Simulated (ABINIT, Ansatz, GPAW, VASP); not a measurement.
# One structure in several programs: ZrGe (Pnma, 8 atoms in the cell)

Self-consistent single point.

```xyz
8
Lattice="7.0961 0.0000 0.0000 0.0000 3.9151 0.0000 0.0000 0.0000 5.4127" Properties=species:S:1:pos:R:3 pbc="T T T"
Zr     1.2495     0.9788     3.4148
Zr     5.8466     2.9363     1.9979
Zr     2.2986     2.9363     0.7085
Zr     4.7976     0.9788     4.7043
Ge     0.3429     0.9788     0.8238
Ge     6.7532     2.9363     4.5890
Ge     3.2052     2.9363     3.5301
Ge     3.8910     0.9788     1.8826
```

All programs got the same cell, k-point mesh and kind of occupations (in Ansatz's words: kpoints.mp_grid.grid = 3 4 3; scf.occupations.method = gaussian; scf.occupations.width = 0.272 eV); potentials, basis and cutoffs are each program's usual ones.

```json
[
 {"code": "GPAW", "model": "PBEsol, GPAW PAW datasets PBEsol (made by gpaw-setup)", "pressure (GPa)": "-3.32", "largest force (eV/Å)": "0.155", "cutoff": "600 eV"},
 {"code": "VASP", "model": "PBEsol, VASP's PBE PAW potentials (set 64)", "pressure (GPa)": "-4.01", "largest force (eV/Å)": "0.158", "cutoff": "300 eV"},
 {"code": "ABINIT", "model": "PBEsol, norm-conserving pseudopotentials (PseudoDojo nc-sr-04 PBEsol standard)", "pressure (GPa)": "-3.00", "largest force (eV/Å)": "0.156", "cutoff": "39 Ha"},
 {"code": "Ansatz", "model": "PBEsol, PAW files made with PBE", "pressure (GPa)": "-3.08", "largest force (eV/Å)": "0.158", "cutoff": "default"}
]
```

Size of the force on each atom (eV/Å): Sizes of forces hide their directions.

| code | Zr1 | Zr2 | Zr3 | Zr4 | Ge5 | Ge6 | Ge7 | Ge8 |
|---|---|---|---|---|---|---|---|---|
| GPAW | 0.155 | 0.155 | 0.155 | 0.155 | 0.043 | 0.043 | 0.043 | 0.043 |
| VASP | 0.158 | 0.158 | 0.158 | 0.158 | 0.070 | 0.070 | 0.070 | 0.070 |
| ABINIT | 0.156 | 0.156 | 0.156 | 0.156 | 0.056 | 0.056 | 0.056 | 0.056 |
| Ansatz | 0.158 | 0.158 | 0.158 | 0.158 | 0.065 | 0.065 | 0.065 | 0.065 |

The spread over the programs that give each value: pressure within 1.01 GPa; largest force within 0.003 eV/Å.

The starting cell comes from a database of computed structures (which also holds hypothetical and non-ambient phases and stackings), without a prior relaxation at this level. On Ansatz's run: In the base run, with a pressure of about -3 GPa the cell is away from its equilibrium volume at this level.

### Question
Why do the programs differ, and what cannot be compared?

### Answer
Differences of this kind can come from the potentials, where these differ, and from what each basis and cutoff leave unconverged. The valence holds different numbers of electrons (GPAW 64, VASP 104, ABINIT 104, Ansatz (a first-principles code) 104). The zero of total energies and Fermi levels follows the potentials and each program's conventions, so they are not compared here. Ansatz's pressure is given at a fixed set of plane waves, as the other plane-wave codes print theirs.

The shared mesh is coarse (it stands for a supercell whose shortest vector is 16 Å), so the values are not converged in it.

VASP's run is marked for a possible Pulay error in its stress at this cutoff; no cutoff test was made.

Left out of this page: Quantum ESPRESSO, CP2K, Elk, FLEUR and SIESTA (not drawn, or without a comparable value).

Keys are those of Ansatz 0.2.
